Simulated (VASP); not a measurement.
# LiC6: accuracy against cost in the smearing and precision settings

A convergence test on LiC6: the smearing and precision settings. The series runs use LDA. The smearing tried: ISMEAR = 0, SIGMA = 0.01; ISMEAR = 0, SIGMA = 0.05; ISMEAR = 0, SIGMA = 0.1; ISMEAR = 0, SIGMA = 0.2; ISMEAR = 0, SIGMA = 0.5; ISMEAR = 2, SIGMA = 0.01; ISMEAR = 2, SIGMA = 0.05; ISMEAR = 2, SIGMA = 0.1; ISMEAR = 2, SIGMA = 0.2; ISMEAR = 2, SIGMA = 0.5; ISMEAR = -5. The precision settings tried: PREC = Low; PREC = Medium; PREC = Normal; PREC = Single; PREC = Accurate; LREAL = Auto; ADDGRID = .TRUE.; LASPH = .TRUE.. The start is a computed cell from the Materials Project.

Method: LDA; plane waves and PAW (Li_sv, C), in VASP 6.6.1.

Most raw output is cut from this account.

## (1) The structure

Symmetry: P6/mmm, No. 191, hexagonal system. The conventional cell has a = 4.307 Å, b = 4.307 Å, c = 3.650 Å, α = 90.00°, β = 90.00°, γ = 120.00°. Nearest to Li lie 12 C at 2.32 Å. Nearest to C lie 3 C at 1.43 to 1.44 Å and 2 Li at 2.32 Å. Farther neighbours are not listed.

Coordinates:

```xyz
7
Lattice="4.3069 0.0000 0.0000 -2.1535 3.7299 0.0000 0.0000 0.0000 3.6495" Properties=species:S:1:pos:R:3 pbc="T T T"
Li    0.0000    0.0000    0.0000
C    -0.7184    1.2443    1.8248
C     1.4350    2.4856    1.8248
C     1.4368    0.0000    1.8248
C    -1.4350    2.4856    1.8248
C     0.7184    1.2443    1.8248
C     2.8701    0.0000    1.8248
```

## (2) Smearing: ISMEAR = 0, SIGMA = 0.01

Smearing steadies the sum over the Fermi surface at the price of an entropy term. LDA, the lowest rung, knows the local density alone.

File INCAR:

```
SYSTEM = LiC6
PREC = Accurate
ENCUT = 650
EDIFF = 1E-06
NELM = 100
ISMEAR = 0
SIGMA = 0.01
LREAL = .FALSE.
ALGO = Normal
GGA = CA
NBANDS = 20
LORBIT = 11
LWAVE = .FALSE.
LCHARG = .FALSE.
KPAR = 8
ISIF = 2
```

File POSCAR:

```
LiC6
1.0
    4.3069321529      0.0000000000      0.0000000000
   -2.1534660765      3.7299126568      0.0000000000
    0.0000000000      0.0000000000      3.6495039000
Li C
1 6
Direct
    0.0000000000      0.0000000000      0.0000000000
    0.0000000000      0.3336124000      0.5000000000
    0.6663876000      0.6663876000      0.5000000000
    0.3336124000      0.0000000000      0.5000000000
    0.0000000000      0.6663876000      0.5000000000
    0.3336124000      0.3336124000      0.5000000000
    0.6663876000      0.0000000000      0.5000000000
```

File KPOINTS:

```
Automatic mesh
0
Gamma
7 7 7
0 0 0
```

Potentials, in the order of the species: Li_sv and C (PBE family, release 64).

Run with:

```sh
$ mpirun -np 8 vasp_std
```

The job ended after 8.6 s (8 MPI ranks of AMD EPYC 7R43, shared host; peak memory 1.2 GiB).

This run has no spin polarisation. Its electron count is odd, so without a moment it is a metal by construction. The PAW data sets were made with PBE, though LDA sets exist; this is a small mismatch.

Numbers from this step:

- SCF cycles: 12
- electrons: 27
- bands: 20
- irreducible k-points: 32
- symmetry operations: 24
- free energy (TOTEN): -63.2283 eV
- energy at zero smearing: -63.2282 eV
- Fermi energy: 6.268 eV
- pressure: -3.603 GPa
- metallic: yes

The series starts at -9.0326 eV an atom and -3.60 GPa, after 12 cycles in 8.6 s. The entropy term T·S comes to 0.04 meV an atom in size.

## (3) Smearing: ISMEAR = 0, SIGMA = 0.05

Edit INCAR of step 2 so:

```diff
@@ -6,3 +6,3 @@
 ISMEAR = 0
-SIGMA = 0.01
+SIGMA = 0.05
 LREAL = .FALSE.
```

POSCAR is that of step 2.

KPOINTS is that of step 2.

Run with:

```sh
$ mpirun -np 8 vasp_std
```

Run time: 9.6 s. Hardware: 8 MPI ranks; peak memory 1.3 GiB; 69 s of CPU time.

Against the run before the energy at zero width moves by -0.03 meV an atom and the pressure by -0.01 GPa, after 12 cycles in 9.6 s. The entropy term T·S comes to 0.34 meV an atom in size.

## (4) Smearing: ISMEAR = 0, SIGMA = 0.1

Edit INCAR of step 3 so:

```diff
@@ -6,3 +6,3 @@
 ISMEAR = 0
-SIGMA = 0.05
+SIGMA = 0.1
 LREAL = .FALSE.
```

POSCAR is that of step 3.

KPOINTS is that of step 3.

Run with:

```sh
$ mpirun -np 8 vasp_std
```

It took 8.6 s on 8 MPI ranks; peak memory 1.2 GiB; 62 s of CPU time.

Against the run before the energy at zero width moves by -0.01 meV an atom and the pressure by -0.03 GPa, after 12 cycles in 8.6 s. The entropy term T·S comes to 1.42 meV an atom in size.

## (5) Smearing: ISMEAR = 0, SIGMA = 0.2

Edit INCAR of step 4 so:

```diff
@@ -6,3 +6,3 @@
 ISMEAR = 0
-SIGMA = 0.1
+SIGMA = 0.2
 LREAL = .FALSE.
```

POSCAR is that of step 4.

KPOINTS is that of step 4.

Run with:

```sh
$ mpirun -np 8 vasp_std
```

Run time: 11 s. Hardware: 8 MPI ranks; peak memory 1.2 GiB.

Against the run before the energy at zero width moves by -0.41 meV an atom and the pressure by -0.03 GPa, after 12 cycles in 11 s. The entropy term T·S comes to 4.13 meV an atom in size.

## (6) Smearing: ISMEAR = 0, SIGMA = 0.5

Edit INCAR of step 5 so:

```diff
@@ -6,3 +6,3 @@
 ISMEAR = 0
-SIGMA = 0.2
+SIGMA = 0.5
 LREAL = .FALSE.
```

POSCAR is that of step 5.

KPOINTS is that of step 5.

Run with:

```sh
$ mpirun -np 8 vasp_std
```

Run time: 11 s. Hardware: 8 MPI ranks; peak memory 1.3 GiB.

Against the run before the energy at zero width moves by -1.09 meV an atom and the pressure by +0.09 GPa, after 12 cycles in 11 s. The entropy term T·S comes to 20.28 meV an atom in size.

## (7) Smearing: ISMEAR = 2, SIGMA = 0.01

Edit INCAR of step 6 so:

```diff
@@ -5,4 +5,4 @@
 NELM = 100
-ISMEAR = 0
-SIGMA = 0.5
+ISMEAR = 2
+SIGMA = 0.01
 LREAL = .FALSE.
```

POSCAR is that of step 6.

KPOINTS is that of step 6.

Run with:

```sh
$ mpirun -np 8 vasp_std
```

It took 8.4 s on 8 MPI ranks; peak memory 1.2 GiB; 60 s of CPU time.

Against the first of the series the energy at zero width moves by +0.01 meV an atom and the pressure by +0.01 GPa, after 12 cycles in 8.4 s. The entropy term T·S comes to 0.01 meV an atom in size.

## (8) Smearing: ISMEAR = 2, SIGMA = 0.05

Edit INCAR of step 7 so:

```diff
@@ -6,3 +6,3 @@
 ISMEAR = 2
-SIGMA = 0.01
+SIGMA = 0.05
 LREAL = .FALSE.
```

POSCAR is that of step 7.

KPOINTS is that of step 7.

Run with:

```sh
$ mpirun -np 8 vasp_std
```

Wall time 12 s (8 MPI ranks); peak memory 1.3 GiB.

Against the run before the energy at zero width moves by -0.03 meV an atom and the pressure by -0.01 GPa, after 12 cycles in 12 s. The entropy term T·S comes to 0.03 meV an atom in size.

## (9) Smearing: ISMEAR = 2, SIGMA = 0.1

Edit INCAR of step 8 so:

```diff
@@ -6,3 +6,3 @@
 ISMEAR = 2
-SIGMA = 0.05
+SIGMA = 0.1
 LREAL = .FALSE.
```

POSCAR is that of step 8.

KPOINTS is that of step 8.

Run with:

```sh
$ mpirun -np 8 vasp_std
```

The job ended after 14 s (8 MPI ranks; peak memory 1.2 GiB; 99 s of CPU time).

Against the run before the energy at zero width moves by +0.03 meV an atom and the pressure by +0.01 GPa, after 12 cycles in 14 s. The entropy term T·S comes to 0.04 meV an atom in size.

## (10) Smearing: ISMEAR = 2, SIGMA = 0.2

Edit INCAR of step 9 so:

```diff
@@ -6,3 +6,3 @@
 ISMEAR = 2
-SIGMA = 0.1
+SIGMA = 0.2
 LREAL = .FALSE.
```

POSCAR is that of step 9.

KPOINTS is that of step 9.

Run with:

```sh
$ mpirun -np 8 vasp_std
```

Run time: 13 s. Hardware: 8 MPI ranks; peak memory 1.2 GiB.

Against the run before the energy at zero width moves by -0.02 meV an atom and the pressure by -0.05 GPa, after 12 cycles in 13 s. The entropy term T·S comes to 0.66 meV an atom in size.

## (11) Smearing: ISMEAR = 2, SIGMA = 0.5

Edit INCAR of step 10 so:

```diff
@@ -6,3 +6,3 @@
 ISMEAR = 2
-SIGMA = 0.2
+SIGMA = 0.5
 LREAL = .FALSE.
```

POSCAR is that of step 10.

KPOINTS is that of step 10.

Run with:

```sh
$ mpirun -np 8 vasp_std
```

Wall time 8.8 s (8 MPI ranks); peak memory 1.3 GiB; 62 s of CPU time.

Against the run before the energy at zero width moves by -0.65 meV an atom and the pressure by -0.06 GPa, after 12 cycles in 8.8 s. The entropy term T·S comes to 1.02 meV an atom in size.

## (12) Smearing: ISMEAR = -5

Edit INCAR of step 11 so:

```diff
@@ -5,4 +5,4 @@
 NELM = 100
-ISMEAR = 2
-SIGMA = 0.5
+ISMEAR = -5
+SIGMA = 0.05
 LREAL = .FALSE.
```

POSCAR is that of step 11.

KPOINTS is that of step 11.

Run with:

```sh
$ mpirun -np 8 vasp_std
```

It took 13 s on 8 MPI ranks; peak memory 1.2 GiB.

With tetrahedra the forces and stress of a metal are not exact derivatives of the energy.

Against the first of the series the energy at zero width moves by -1.91 meV an atom and the pressure by -0.20 GPa, after 12 cycles in 13 s.

## (13) The smearing series as a table

This step: convergence of LDA results with the smearing; plane waves and PAW (VASP 6.6.1).

This step runs nothing: it gathers the runs above.

One cell and one 7×7×7 mesh. Free energy against width, by row:

```
Gaussian width σ (eV)  free energy less that at the narrowest width (meV/atom)
                 0.01                                                        0
                 0.05                                                    -0.18
                  0.1                                                    -0.73
                  0.2                                                     -2.5
                  0.5                                                   -11.66
```

Differences are taken from the run with ISMEAR = 0, SIGMA = 0.01. Results of the series, by row:

```
                 setting     status  energy less the reference (meV/atom)  pressure (GPa)  largest force difference (meV/Å)  SCF cycles  wall time (s)
ISMEAR = 0, SIGMA = 0.01  converged                                     0          -3.603                                 0          12            8.6
ISMEAR = 0, SIGMA = 0.05  converged                              -0.03042          -3.613                              6.81          12            9.6
 ISMEAR = 0, SIGMA = 0.1  converged                              -0.03691          -3.646                             26.24          12            8.6
 ISMEAR = 0, SIGMA = 0.2  converged                               -0.4503          -3.676                             41.97          12           10.6
 ISMEAR = 0, SIGMA = 0.5  converged                                -1.541          -3.583                             47.58          12           10.6
ISMEAR = 2, SIGMA = 0.01  converged                              0.009119          -3.595                             0.456          12            8.4
ISMEAR = 2, SIGMA = 0.05  converged                              -0.02185          -3.608                              1.63          12           12.4
 ISMEAR = 2, SIGMA = 0.1  converged                               0.01306          -3.601                             2.916          12           13.6
 ISMEAR = 2, SIGMA = 0.2  converged                             -0.003221           -3.65                              28.3          12           13.4
 ISMEAR = 2, SIGMA = 0.5  converged                               -0.6578          -3.712                             43.59          12            8.8
             ISMEAR = -5  converged                                 -1.91          -3.799                             68.07          12           12.8
```

## (14) Precision settings: PREC = Low

This step: LDA; plane waves and PAW (Li_sv, C) (VASP 6.6.1).

PREC sets the FFT grids, and LREAL, ADDGRID and LASPH trade speed for accuracy.

Edit INCAR of step 12 so:

```diff
@@ -1,3 +1,3 @@
 SYSTEM = LiC6
-PREC = Accurate
+PREC = Low
 ENCUT = 650
@@ -5,3 +5,3 @@
 NELM = 100
-ISMEAR = -5
+ISMEAR = -1
 SIGMA = 0.05
```

POSCAR is that of step 12.

KPOINTS is that of step 12.

Run with:

```sh
$ mpirun -np 8 vasp_std
```

Wall time 7.4 s (8 MPI ranks); peak memory 0.88 GiB; 51 s of CPU time.

This step gave:

* free energy (TOTEN): -63.2371 eV
* energy at zero smearing: -63.2299 eV
* Fermi energy: 6.279 eV
* pressure: -3.636 GPa

The series starts at -9.0328 eV an atom and -3.64 GPa, after 12 cycles in 7.4 s.

## (15) Precision settings: PREC = Medium

Edit INCAR of step 14 so:

```diff
@@ -1,3 +1,3 @@
 SYSTEM = LiC6
-PREC = Low
+PREC = Medium
 ENCUT = 650
```

POSCAR is that of step 14.

KPOINTS is that of step 14.

Run with:

```sh
$ mpirun -np 8 vasp_std
```

Wall time 5.2 s (8 MPI ranks); peak memory 0.85 GiB; 34 s of CPU time.

Against the first of the series the energy moves by +0.21 meV an atom and the pressure by -0.03 GPa, after 12 cycles in 5.2 s.

## (16) Precision settings: PREC = Normal

Edit INCAR of step 15 so:

```diff
@@ -1,3 +1,3 @@
 SYSTEM = LiC6
-PREC = Medium
+PREC = Normal
 ENCUT = 650
```

POSCAR is that of step 15.

KPOINTS is that of step 15.

Run with:

```sh
$ mpirun -np 8 vasp_std
```

Wall time 7.4 s (8 MPI ranks); peak memory 1.1 GiB; 52 s of CPU time.

Against the first of the series the energy moves by +0.12 meV an atom and the pressure by -0.02 GPa, after 12 cycles in 7.4 s.

## (17) Precision settings: PREC = Single

Edit INCAR of step 16 so:

```diff
@@ -1,3 +1,3 @@
 SYSTEM = LiC6
-PREC = Normal
+PREC = Single
 ENCUT = 650
```

POSCAR is that of step 16.

KPOINTS is that of step 16.

Run with:

```sh
$ mpirun -np 8 vasp_std
```

Wall time 9.8 s (8 MPI ranks); peak memory 0.9 GiB; 74 s of CPU time.

Against the first of the series the energy moves by +0.20 meV an atom and the pressure by -0.03 GPa, after 12 cycles in 9.8 s.

## (18) Precision settings: PREC = Accurate

Edit INCAR of step 17 so:

```diff
@@ -1,3 +1,3 @@
 SYSTEM = LiC6
-PREC = Single
+PREC = Accurate
 ENCUT = 650
```

POSCAR is that of step 17.

KPOINTS is that of step 17.

Run with:

```sh
$ mpirun -np 8 vasp_std
```

The job ended after 7.6 s (8 MPI ranks; peak memory 1.3 GiB; 56 s of CPU time).

Against the first of the series the energy moves by +0.12 meV an atom and the pressure by -0.02 GPa, after 12 cycles in 7.6 s.

## (19) Precision settings: LREAL = Auto

Edit INCAR of step 18 so:

```diff
@@ -7,3 +7,3 @@
 SIGMA = 0.05
-LREAL = .FALSE.
+LREAL = Auto
 ALGO = Normal
```

POSCAR is that of step 18.

KPOINTS is that of step 18.

Run with:

```sh
$ mpirun -np 8 vasp_std
```

It took 11 s on 8 MPI ranks; peak memory 1.3 GiB.

Against PREC = Accurate, on which this run builds, the energy moves by -0.30 meV an atom and the pressure by -0.01 GPa, after 12 cycles in 11 s.

## (20) Precision settings: ADDGRID on

Edit INCAR of step 19 so:

```diff
@@ -7,3 +7,3 @@
 SIGMA = 0.05
-LREAL = Auto
+LREAL = .FALSE.
 ALGO = Normal
@@ -16 +16,2 @@
 ISIF = 2
+ADDGRID = .TRUE.
```

POSCAR is that of step 19.

KPOINTS is that of step 19.

Run with:

```sh
$ mpirun -np 8 vasp_std
```

It took 17 s on 8 MPI ranks; peak memory 1.7 GiB; 2.2 min of CPU time.

Against PREC = Accurate, on which this run builds, the energy stays within 0.01 meV an atom and the pressure within 0.01 GPa, after 12 cycles in 17 s.

## (21) Precision settings: LASPH on

Edit INCAR of step 20 so:

```diff
@@ -16,2 +16,2 @@
 ISIF = 2
-ADDGRID = .TRUE.
+LASPH = .TRUE.
```

POSCAR is that of step 20.

KPOINTS is that of step 20.

Run with:

```sh
$ mpirun -np 8 vasp_std
```

It took 11 s on 8 MPI ranks; peak memory 1.3 GiB; 86 s of CPU time.

Against PREC = Accurate, on which this run builds, the energy stays within 0.01 meV an atom and the pressure within 0.01 GPa, after 12 cycles in 11 s.

## (22) The precision settings series as a table

This step: convergence of LDA results with the precision; plane waves and PAW (VASP 6.6.1).

This step runs nothing: it gathers the runs above.

Differences are taken from the run with PREC = Normal. Results of the series, by row:

```
         setting     status  energy less the reference (meV/atom)  pressure (GPa)  largest force difference (meV/Å)  SCF cycles  wall time (s)
      PREC = Low  converged                               -0.1183          -3.636                             2.702          12            7.4
   PREC = Medium  converged                                0.0867          -3.665                             0.138          12            5.2
   PREC = Normal  converged                                     0          -3.655                                 0          12            7.4
   PREC = Single  converged                               0.08622          -3.665                             0.136          12            9.8
 PREC = Accurate  converged                              -3.01e-4          -3.655                             0.033          12            7.6
    LREAL = Auto  converged                               -0.3011          -3.666                             1.459          12           10.6
ADDGRID = .TRUE.  converged                             -0.001457          -3.655                             0.034          12           17.2
  LASPH = .TRUE.  converged                               9.93e-4          -3.654                             0.024          12           11.4
```

## (23) Summary of results

```
spread of the pressure over the smearing           : 0.216 GPa
spread of the energy over the smearing             : 1.92 meV/atom
spread of the pressure over the precision settings : 0.0305 GPa
spread of the energy over the precision settings   : 0.388 meV/atom
```

**Reading.** The usual rule keeps the entropy term T·S under 1 meV an atom, which holds up to a width of 0.05 eV for Gaussian and 0.2 eV for second-order Methfessel-Paxton. That rule is made for Methfessel-Paxton; with the other schemes the zero-width estimate is the energy to use. Farthest in energy from the narrowest smearing lies ISMEAR = -5 (-1.9 meV an atom, -0.20 GPa, 68.1 meV/Å in forces). On a fixed mesh a narrow width is not the exact answer for a metal: it samples the Fermi surface more noisily. Among the precision settings, LREAL = Auto moves the energy most against PREC = Accurate (-0.3 meV an atom), and PREC = Low the pressure (+0.02 GPa). The fastest converged run is PREC = Medium, at 5.2 s against 7.6 s; on a shared host such times are rough. LREAL = Auto is slower here: projection in real space pays only in large cells. LASPH acts on gradient terms inside the spheres, which LDA lacks, so this test can't show its weight.

[Lines on the potential files, build, host, timing and source positions are cut from VASP's logs without a mark.]

[Logs are printed without paths, hosts, clocks, repeated set-up lines and the standing remarks that a program may print on its own settings, such as how far it seeks lower states.]

[Hosts, paths, dates, database ids (printed as entryN), source tags and the programs' standing remarks are cut or masked in the printed files.]

[A measured line is paired with the nearest computed mode of its activity, which favours agreement.]

[In band tables of VASP the shares of atoms and orbitals are scaled to a sum of 1 inside the atoms' spheres.]
